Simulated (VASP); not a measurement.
VASP runs on KCl (space group Fm-3m) share one base input (PBE GGA, plane waves, VASP's PBE PAW potentials (set 64)) and change the settings named in each case.

INCAR:
```
ISIF=2   ! forces and stress, cell fixed
ALGO=Normal   ! blocked Davidson
ISMEAR=0
GGA=PE   ! PBE
LCHARG=.False.
ENCUT=300   ! plane-wave cut-off (eV)
LASPH=.True.
PREC=Accurate
LREAL=.False.
NELM=100   ! most electronic steps
SIGMA=0.01   ! width (eV)
LWAVE=.False.
SYSTEM=KCl
EDIFF=1E-6   ! SCF stop (eV)
```

POSCAR:
```
KCl
1
    0.0000000000     3.2147610000     3.2147610000
    3.2147610000     0.0000000000     3.2147610000
    3.2147610000     3.2147610000     0.0000000000
K Cl
1 1
Direct
  0.0000000000   0.0000000000   0.0000000000
  0.5000000000   0.5000000000   0.5000000000
```

File KPOINTS:
```
Regular mesh
0
Gamma
9 9 9
0 0 0
```

POTCAR, in this order: K_sv Cl (PBE.64 set). Program: vasp_std.

```csv
change,E(σ→0) (eV/atom),pressure (GPa),−TS (eV)
base run,-3.4042,-0.61,0.0000
"EDIFF = 1E-09, ENCUT = 420, KPOINTS 13×13×13 Γ-centred mesh",-3.4047,-0.34,0.0000
"EDIFF = 1E-04, ENCUT = 150, KPOINTS 4×4×4 Γ-centred mesh shifted by (0.5, 0.5, 0.5)",-3.4014,-31.48,0.0000
"ENCUT = 150, GGA removed, ISMEAR = -1, SIGMA = 0.5, KPOINTS 8×8×8 Γ-centred mesh, POTCAR K_sv Cl (LDA.64 set)",-3.6242,-34.27,-0.0334
"ENCUT = 180, ISMEAR = -1, SIGMA = 0.272, KPOINTS 1×1×1 Γ-centred mesh",-1.9865,-3.77,-0.0092
"ENCUT = 150, KPOINTS 2×2×2 Γ-centred mesh",-3.4190,-30.43,0.0000
"GGA removed, KPOINTS 4×4×4 Γ-centred mesh, POTCAR K_sv Cl (LDA.64 set)",-3.6550,-2.93,0.0000
"AEXX = 0.2, AGGAC = 0.81, AGGAX = 0.72, ALDAC = 0.19, GGA = B3, HFRCUT = -1, ISYM = 3, LHFCALC = .TRUE., PRECFOCK = Fast, KPOINTS 2×2×2 Γ-centred mesh",-3.8695,-0.20,0.0000
"AEXX = 0.25, HFSCREEN = 0.2, ISYM = 3, LHFCALC = .TRUE., PRECFOCK = Fast, KPOINTS 2×2×2 Γ-centred mesh",-3.9338,-0.82,0.0000
```
 Energies of different potentials or functionals have different zeros.  At 300 eV the pressure can carry a Pulay error.

Left out are runs that ran out of time, are held back, or changed the cell or the kind of run, fixed moments of cells without a moment, rows past the twelfth, gaps on odd meshes, pressures of charged cells and columns that move by less than the noise.

The structure comes from a computed database's KCl entry; how it stands against other phases isn't given here. The cell was not relaxed at this level, its lattice was scaled by up to 2.5 %.
